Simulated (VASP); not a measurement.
Runs of VASP 6.6.1 on GaAs. Symmetry: F-43m, No. 216, cubic system. The conventional cell has a = 5.654 Å, b = 5.654 Å, c = 5.654 Å, α = 90.00°, β = 90.00°, γ = 90.00°. Ga (site symmetry -43m) has 4 As at 2.45 Å as nearest neighbours. As (site symmetry -43m) is surrounded by 4 Ga at 2.45 Å. 

```tsv
k mesh	cutoff (eV)	mesh quality	gap on the mesh (eV)	pressure (GPa)
6 × 6 × 6	520	not flagged	0.52	3.5
8 × 8 × 8	450	not flagged	0.52	(a)
8 × 8 × 8	520	not flagged	0.52	3.5
4 × 4 × 4	520	coarse	0.51	3.7
8 × 8 × 8	700	not flagged	0.52	3.5
8 × 8 × 8	400	not flagged	0.52	3.3
8 × 8 × 8	350	not flagged	0.52	3.3
```

Alike in all rows: task single point; level PBE; potentials or basis VASP PAW PBE potentials, release 64 (Ga_d, As); no spin polarisation; cell as given; smearing gaussian 0.02 eV.

Fill in the values left out.

(a) 3.4.

Caveats: some runs use coarse meshes; the cutoff is under 1.25 times the usual one of these potentials, so pressure, stress and relaxed cells hold a basis-set (Pulay) error (some runs).

A k mesh can miss the band edges, and the runs leave out spin-orbit coupling on As, Ga.
